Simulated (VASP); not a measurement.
Output of a VASP run:

File OSZICAR:
```
       N       E                     dE             d eps       ncg     rms          rms(c)
DAV:   1     0.191583738943E+03    0.19158E+03   -0.16827E+04  1686   0.827E+02
DAV:   2    -0.678887355990E+02   -0.25947E+03   -0.25451E+03  2055   0.259E+02
DAV:   3    -0.802455911472E+02   -0.12357E+02   -0.12322E+02  1836   0.649E+01
DAV:   4    -0.803830374140E+02   -0.13745E+00   -0.13726E+00  1887   0.693E+00
DAV:   5    -0.803855422684E+02   -0.25049E-02   -0.25041E-02  1826   0.884E-01    0.208E+01
DAV:   6    -0.767981457805E+02    0.35874E+01   -0.91314E+00  1806   0.145E+01    0.118E+01
DAV:   7    -0.763819841037E+02    0.41616E+00   -0.67203E-01  1983   0.382E+00    0.381E+00
DAV:   8    -0.763478949727E+02    0.34089E-01   -0.56705E-02  1816   0.173E+00    0.847E-01
DAV:   9    -0.763505581622E+02   -0.26632E-02   -0.64553E-03  1831   0.546E-01    0.338E-01
DAV:  10    -0.763515341944E+02   -0.97603E-03   -0.78777E-04  1816   0.159E-01    0.568E-02
DAV:  11    -0.763515647622E+02   -0.30568E-04   -0.17351E-04  1836   0.689E-02    0.462E-02
DAV:  12    -0.763515655789E+02   -0.81671E-06   -0.28368E-05  1826   0.290E-02    0.434E-03
DAV:  13    -0.763515657663E+02   -0.18735E-06   -0.54661E-07  1178   0.458E-03
   1 F= -.76351566E+02 E0= -.76351566E+02  d E =-.344602E-19
```

OUTCAR:
```
------------------------ aborting loop because EDIFF is reached ----------------------------------------
  FORCE on cell =-STRESS in cart. coord.  units (eV):
  Direction    XX          YY          ZZ          XY          YZ          ZX
  --------------------------------------------------------------------------------------
  Total      -74.6313110    -74.6313247    -74.8461171      0.0000000      0.0000000      0.0000000
  in kB     -990.0145446   -990.0147265   -992.8640346      0.0000000      0.0000000      0.0000000
  external PRESSURE =    -990.9644352 kB  Pullay stress =       0.0000000 kB
  volume of cell :      120.78
      direct lattice vectors                 reciprocal lattice vectors
     5.016454000  0.000000000  0.000000000     0.199343999  0.115091301  0.000000000
    -2.508227000  4.344377000  0.000000000     0.000000000  0.230182602  0.000000000
     0.000000000  0.000000000  5.541990000     0.000000000  0.000000000  0.180440600
 POSITION                                       TOTAL-FORCE (eV/Angst)
 -----------------------------------------------------------------------------------
     -1.17586      2.03664      1.84733        -0.057406      0.099430      0.000000
      1.33237      2.30773      0.00000        -0.057406     -0.099430      0.000000
      2.35171      0.00000      3.69466         0.114812     -0.000000      0.000000
     -1.10954      3.17765      3.03601         0.091805      0.118312     -0.078678
      0.31107      1.79466      1.18868        -0.148363      0.020350     -0.078678
      0.79847      3.71644      4.88334         0.056559     -0.138661     -0.078678
      3.30670      0.62794      2.50598         0.056559      0.138661      0.078678
      1.39869      1.16673      4.35331         0.091805     -0.118312      0.078678
      2.81930      2.54971      0.65865        -0.148363     -0.020350      0.078678
 -----------------------------------------------------------------------------------
    total drift:                               -0.001793     -0.001865     -0.000000
  FREE ENERGIE OF THE ION-ELECTRON SYSTEM (eV)
  ---------------------------------------------------
  free  energy   TOTEN  =       -76.3515657663 eV

  energy  without entropy=      -76.3515657663  energy(sigma->0) =      -76.35156577
```
(Selected blocks of OUTCAR.)

File POSCAR:
```
SiO2
1
    5.0164540000     0.0000000000     0.0000000000
   -2.5082270000     4.3443770000     0.0000000000
    0.0000000000     0.0000000000     5.5419900000
Si O
3 6
Direct
  0.0000000000   0.4688000000   0.3333330000
  0.5312000000   0.5312000000   0.0000000000
  0.4688000000   0.0000000000   0.6666670000
  0.1445400000   0.7314400000   0.5478200000
  0.2685600000   0.4131000000   0.2144870000
  0.5869000000   0.8554600000   0.8811530000
  0.7314400000   0.1445400000   0.4521800000
  0.4131000000   0.2685600000   0.7855130000
  0.8554600000   0.5869000000   0.1188470000
```

Q: Write an INCAR and KPOINTS that could have produced this output.

A: This is not unique; one that fits is the input of the run itself, PBEsol GGA, plane waves, VASP's PBE PAW potentials (set 64).

File KPOINTS:
```
Regular mesh
0
Gamma
6 6 5
0 0 0
```

**INCAR**
```
! general
SYSTEM=SiO2
PREC  =Accurate
ENCUT =240   ! plane-wave cut-off (eV)
LREAL =.False.   ! projection in real space or not
LASPH =.True.

! electronic loop
EDIFF =1E-6   ! SCF stop (eV)
NELM  =100
ALGO  =Normal

! smearing
ISMEAR=0   ! Gaussian
SIGMA =0.01   ! width (eV)

! functional
GGA   =PS

! ions
ISIF  =2

! output
LWAVE =.False.
LCHARG=.False.
```

POTCAR, in this order: Si O (PBE.64 set). Program: vasp_std.

At this cut-off the stress carries a Pulay error, which pulls relaxed volumes low.

The structure comes from a computed database's SiO2 entry; how it stands against other phases isn't given here. The cell was not relaxed at this level, and its volume differs by +9.3 % from the start's. The run is one of a series of settings (ENCUT = 240 against the base run), some of them coarse on purpose.
